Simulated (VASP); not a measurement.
All values below come from PBEsol GGA, VASP's PBE PAW potentials (set 64) (plane waves; VASP).

VASP ran on this input.

### POSCAR
```
Ti
1
    1.4750000000    -2.5547750000     0.0000000000
    1.4750000000     2.5547750000     0.0000000000
    0.0000000000     0.0000000000     4.6800000000
Ti
2
Direct
  0.3333330000   0.6666670000   0.2500000000
  0.6666670000   0.3333330000   0.7500000000
```

**KPOINTS**
```
Regular mesh
0
Gamma
  13 13 7
0 0 0
```

INCAR:
```
ALGO=Normal
EDIFF=1E-6
EDIFFG=-0.01
ENCUT=400
GGA=PS
IBRION=2
ISIF=3
ISMEAR=1
LASPH=.TRUE.
LCHARG=.FALSE.
LMAXMIX=4
LREAL=.FALSE.
LWAVE=.FALSE.
NELM=100
NSW=60
PREC=Accurate
SIGMA=0.1
SYSTEM=Ti
```

POTCAR, in this order: Ti_sv (PBE.64 set). Program: vasp_std.

Output of the run:

**OUTCAR**
```
 ion  position               nearest neighbor table
   1  0.333  0.667  0.250-   2 2.89   2 2.89   2 2.89   2 2.89   2 2.89   2 2.89
   2  0.667  0.333  0.750-   1 2.89   1 2.89   1 2.89   1 2.89   1 2.89   1 2.89
  LATTYP: Found a hexagonal cell.
 ALAT       =     2.9500000510
 C/A-ratio  =     1.5864406506
 Subroutine PRICEL returns:
 Original cell was already a primitive cell.
 Subroutine GETGRP returns: Found 24 space group operations
The static configuration has the point symmetry D_3d.
 The point group associated with its full space group is D_6h.
The dynamic configuration has the point symmetry D_3d.
 Subroutine INISYM returns: Found 24 space group operations
 Subroutine IBZKPT returns following result:
 Found     84 irreducible k-points:

 Following reciprocal coordinates:
            Coordinates               Weight
  0.000000  0.000000  0.000000      1.000000
  0.076923  0.000000  0.000000      6.000000
  0.153846  0.000000  0.000000      6.000000
  0.230769  0.000000  0.000000      6.000000
  0.307692  0.000000  0.000000      6.000000
  0.384615  0.000000  0.000000      6.000000
  0.461538 -0.000000  0.000000      6.000000
...
```

File OSZICAR:
```
       N       E                     dE             d eps       ncg     rms          rms(c)
DAV:   1     0.223699087585E+03    0.22370E+03   -0.11962E+04  2688   0.159E+03
DAV:   2     0.772240968270E+01   -0.21598E+03   -0.21472E+03  2824   0.452E+02
DAV:   3    -0.180410879477E+02   -0.25763E+02   -0.25565E+02  5264   0.128E+02
DAV:   4    -0.190115313033E+02   -0.97044E+00   -0.97041E+00  2808   0.257E+01
DAV:   5    -0.190595571609E+02   -0.48026E-01   -0.48026E-01  4448   0.402E+00    0.123E+01
DAV:   6    -0.166481437119E+02    0.24114E+01   -0.90226E+00  3184   0.345E+01    0.291E+00
DAV:   7    -0.166172457718E+02    0.30898E-01   -0.89747E-01  4040   0.777E+00    0.203E+00
DAV:   8    -0.166367189847E+02   -0.19473E-01   -0.21455E-01  3176   0.633E+00    0.699E-01
DAV:   9    -0.166273370448E+02    0.93819E-02   -0.58026E-02  3256   0.263E+00    0.528E-02
DAV:  10    -0.166274568978E+02   -0.11985E-03   -0.18219E-03  4128   0.335E-01    0.784E-02
DAV:  11    -0.166275160693E+02   -0.59171E-04   -0.21920E-04  3176   0.120E-01    0.188E-02
DAV:  12    -0.166275062299E+02    0.98393E-05   -0.37687E-05  3904   0.403E-02    0.733E-03
DAV:  13    -0.166275047250E+02    0.15049E-05   -0.88500E-07  2064   0.119E-02    0.153E-03
DAV:  14    -0.166275049937E+02   -0.26867E-06   -0.27105E-07  1704   0.628E-03
   1 F= -.16627505E+02 E0= -.16627495E+02  d E =-.166275E+02
       N       E                     dE             d eps       ncg     rms          rms(c)
DAV:   1    -0.203587563003E+02   -0.37313E+01   -0.93821E+01  3624   0.129E+02    0.166E+01
DAV:   2    -0.166960535173E+02    0.36627E+01   -0.15300E+01  3728   0.491E+01    0.522E+00
DAV:   3    -0.164892715367E+02    0.20678E+00   -0.31733E+00  3856   0.128E+01    0.205E+00
DAV:   4    -0.165681922082E+02   -0.78921E-01   -0.61349E-01  3368   0.662E+00    0.378E-01
DAV:   5    -0.166008631653E+02   -0.32671E-01   -0.72230E-02  3592   0.217E+00    0.668E-01
DAV:   6    -0.166405915473E+02   -0.39728E-01   -0.82678E-02  3416   0.157E+00    0.176E-01
DAV:   7    -0.166423881424E+02   -0.17966E-02   -0.48026E-03  3680   0.473E-01    0.138E-01
DAV:   8    -0.166435752510E+02   -0.11871E-02   -0.26400E-03  3176   0.392E-01    0.513E-02
DAV:   9    -0.166435776557E+02   -0.24048E-05   -0.43422E-04  3976   0.122E-01    0.138E-02
DAV:  10    -0.166435920701E+02   -0.14414E-04   -0.37515E-05  2856   0.530E-02    0.999E-03
DAV:  11    -0.166435918182E+02    0.25182E-06   -0.11754E-05  3968   0.171E-02    0.403E-03
DAV:  12    -0.166435905973E+02    0.12209E-05   -0.18834E-07  1456   0.336E-03    0.196E-03
DAV:  13    -0.166435900206E+02    0.57668E-06   -0.12984E-07  1464   0.417E-03
   2 F= -.16643590E+02 E0= -.16643521E+02  d E =-.160850E-01
       N       E                     dE             d eps       ncg     rms          rms(c)
DAV:   1    -0.174144984608E+02   -0.77091E+00   -0.18671E+01  3672   0.622E+01    0.743E+00
DAV:   2    -0.166729807735E+02    0.74152E+00   -0.39223E+00  4080   0.231E+01    0.212E+00
DAV:   3    -0.166362328776E+02    0.36748E-01   -0.48292E-01  3728   0.487E+00    0.634E-01
DAV:   4    -0.166535947710E+02   -0.17362E-01   -0.83348E-02  3824   0.205E+00    0.301E-01
DAV:   5    -0.166692949200E+02   -0.15700E-01   -0.34857E-02  3448   0.116E+00    0.393E-01
DAV:   6    -0.166720498980E+02   -0.27550E-02   -0.73358E-03  3920   0.774E-01    0.116E-01
DAV:   7    -0.166726096674E+02   -0.55977E-03   -0.12294E-03  3456   0.250E-01    0.339E-02
DAV:   8    -0.166726964132E+02   -0.86746E-04   -0.17165E-04  3952   0.760E-02    0.124E-02
DAV:   9    -0.166726999111E+02   -0.34979E-05   -0.13128E-05  3648   0.308E-02    0.198E-03
DAV:  10    -0.166726997457E+02    0.16539E-06   -0.71612E-07  1760   0.647E-03
   3 F= -.16672700E+02 E0= -.16672585E+02  d E =-.451948E-01
       N       E                     dE             d eps       ncg     rms          rms(c)
DAV:   1    -0.166731833949E+02   -0.48348E-03   -0.12213E-02  3680   0.154E+00    0.191E-01
DAV:   2    -0.166726961100E+02    0.48728E-03   -0.24561E-03  4008   0.584E-01    0.548E-02
DAV:   3    -0.166726686022E+02    0.27508E-04   -0.31792E-04  3752   0.124E-01    0.181E-02
DAV:   4    -0.166726779154E+02   -0.93132E-05   -0.67563E-05  3640   0.575E-02    0.684E-03
DAV:   5    -0.166726863484E+02   -0.84329E-05   -0.16235E-05  3448   0.293E-02    0.987E-03
DAV:   6    -0.166726909174E+02   -0.45690E-05   -0.76828E-06  3424   0.201E-02    0.272E-03
DAV:   7    -0.166726915276E+02   -0.61023E-06   -0.57006E-07  1384   0.691E-03
   4 F= -.16672692E+02 E0= -.16672577E+02  d E =-.451865E-01
       N       E                     dE             d eps       ncg     rms          rms(c)
DAV:   1    -0.166732924313E+02   -0.60151E-03   -0.17582E-02  3632   0.199E+00    0.203E-01
DAV:   2    -0.166727393184E+02    0.55311E-03   -0.22807E-03  3592   0.629E-01    0.668E-02
DAV:   3    -0.166726941149E+02    0.45203E-04   -0.47840E-04  4128   0.180E-01    0.249E-02
DAV:   4    -0.166727076022E+02   -0.13487E-04   -0.63672E-05  3464   0.780E-02    0.889E-03
DAV:   5    -0.166727151302E+02   -0.75279E-05   -0.35472E-05  4232   0.446E-02    0.124E-02
DAV:   6    -0.166727151717E+02   -0.41549E-07   -0.47015E-06  2416   0.229E-02
   5 F= -.16672715E+02 E0= -.16672602E+02  d E =-.236441E-04
```

**OUTCAR**
```
------------------------ aborting loop because EDIFF is reached ----------------------------------------
  FORCE on cell =-STRESS in cart. coord.  units (eV):
  Direction    XX          YY          ZZ          XY          YZ          ZX
  --------------------------------------------------------------------------------------
  Total       -0.0126835     -0.0126835      0.0046882      0.0000000     -0.0000000     -0.0000000
  in kB       -0.6119447     -0.6119448      0.2261945      0.0000000     -0.0000000     -0.0000000
  external PRESSURE =      -0.3325650 kB  Pullay stress =       0.0000000 kB
  volume of cell :       33.21
      direct lattice vectors                 reciprocal lattice vectors
     1.445704499 -2.504033701  0.000000000     0.345852144 -0.199677824 -0.000000000
     1.445704499  2.504033701  0.000000000     0.345852144  0.199677824 -0.000000000
     0.000000000  0.000000000  4.586549909    -0.000000000  0.000000000  0.218028806
 POSITION                                       TOTAL-FORCE (eV/Angst)
 -----------------------------------------------------------------------------------
      1.44570      0.83468      1.14664         0.000000      0.000000      0.000000
      1.44570     -0.83468      3.43991        -0.000000     -0.000000      0.000000
 -----------------------------------------------------------------------------------
    total drift:                                0.000172      0.001050     -0.000018
  FREE ENERGIE OF THE ION-ELECTRON SYSTEM (eV)
  ---------------------------------------------------
  free  energy   TOTEN  =       -16.6727151717 eV

  energy  without entropy=      -16.6723764710  energy(sigma->0) =      -16.67260227

 reached required accuracy - stopping structural energy minimisation
```
(Selected blocks of OUTCAR.)

**CONTCAR**
```
Ti
   1.00000000000000
     1.4457044991893753   -2.5040337006563540    0.0000000000000000
     1.4457044991893753    2.5040337006563540    0.0000000000000000
     0.0000000000000000    0.0000000000000000    4.5865499089589772
  Ti
     2
Direct
     0.3333330000000032    0.6666669999999968    0.2500000000000000
     0.6666669999999968    0.3333330000000032    0.7500000000000000
```

Energy and stress use the plane-wave basis of the starting cell.

The compound is Ti in the hcp structure. This run relaxes it. Symmetry was kept, so distortions that lower it aren't found.
